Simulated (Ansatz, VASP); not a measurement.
# Two plane-wave programs on TaNb3F2

Contents of INCAR:

```
ALGO     = Normal         # electronic algorithm
EDIFF    = 1E-6           # SCF threshold, eV
ENCUT    = 520            # plane-wave cutoff, eV
GGA      = PE             # functional
ISIF     = 2              # what is computed and relaxed
ISMEAR   = 0              # smearing method
LASPH    = True           # aspherical terms in the spheres
LCHARG   = False          # write CHGCAR
LREAL    = False          # projectors in reciprocal space
LWAVE    = False          # write WAVECAR
NBANDS   = 41             # bands
NELM     = 100            # most SCF steps
PREC     = Accurate       # precision mode
SIGMA    = 0.1            # smearing width, eV
```

The input KPOINTS:

```
k-points
0
Gamma
  6 6 6
```

POSCAR

```
TaNb3F2
1.0
    5.3239748500      0.0000000000      0.0000000000
   -2.6619874300      4.6106974700      0.0000000000
    0.0000000000      0.0000000000      3.3395841200
Ta Nb F
1 3 2
Direct
    0.0000000000      0.0000000000      0.0000000000
    0.5000000000      0.0000000000      0.5000000000
    0.5000000000      0.5000000000      0.5000000000
    0.0000000000      0.5000000000      0.5000000000
    0.3333333300      0.6666666700      0.0000000000
    0.6666666700      0.3333333300      0.0000000000
```

Input for Ansatz:

```yaml
crystal:
  lattice:
    - [5.32397485, 0.0, 0.0]
    - [-2.66198743, 4.61069747, 0.0]
    - [0.0, 0.0, 3.33958412]
  atoms:
    - { symbol: Ta, position: [0.0, 0.0, 0.0] }
    - { symbol: Nb, position: [0.5, 0.0, 0.5] }
    - { symbol: Nb, position: [0.5, 0.5, 0.5] }
    - { symbol: Nb, position: [0.0, 0.5, 0.5] }
    - { symbol: F, position: [0.33333333, 0.66666667, 0.0] }
    - { symbol: F, position: [0.66666667, 0.33333333, 0.0] }
basis:
  ecutwfc: 420
kpoints:
  mp_grid: { grid: [6, 6, 6] }
hamiltonian:
  xc: pbe
scf:
  occupations: { method: gaussian, width: 0.1 }
  lower_state_search: "off"
output:
  forces: true
  stress: true
  eigenvalues: true
```

Change from the starting cell: species swapped into the HfCo3B2 type (P6/mmm, No. 191).

Alike in both runs: task single point; functional PBE; k mesh 6 × 6 × 6; occupations gaussian, width 0.1 eV; no spin polarisation.

|  | VASP | Ansatz |
| --- | --- | --- |
| version | VASP 6.6.1 | Ansatz 0.2.0 |
| potentials or method | VASP PAW PBE potentials, release 64 (Ta_pv, Nb_sv, F) | scalar-relativistic, plane waves, PAW |
| plane-wave cutoff (eV) | 520 | 420 |
| valence electrons in the cell | 64 | 66 |

Ansatz gave:

* gap on the k mesh at the Fermi level (eV): none
* pressure (GPa): 22.0
* largest component of the traceless stress (GPa): 2.75

Problem. What did VASP give for the same quantities?

Solution. gap on the k mesh at the Fermi level (eV): none; pressure (GPa): 21.8; largest component of the traceless stress (GPa): 2.59.

A gap of «none» marks a metal or a gap that the smearing closes. The two sets of potentials don't hold the same shells in valence.

Caveats: so large a pressure means that the cell lies far from this level's equilibrium, or that cutoff or potentials fall short (VASP). The runs have no spin-orbit coupling, so splittings on Ta are missing.
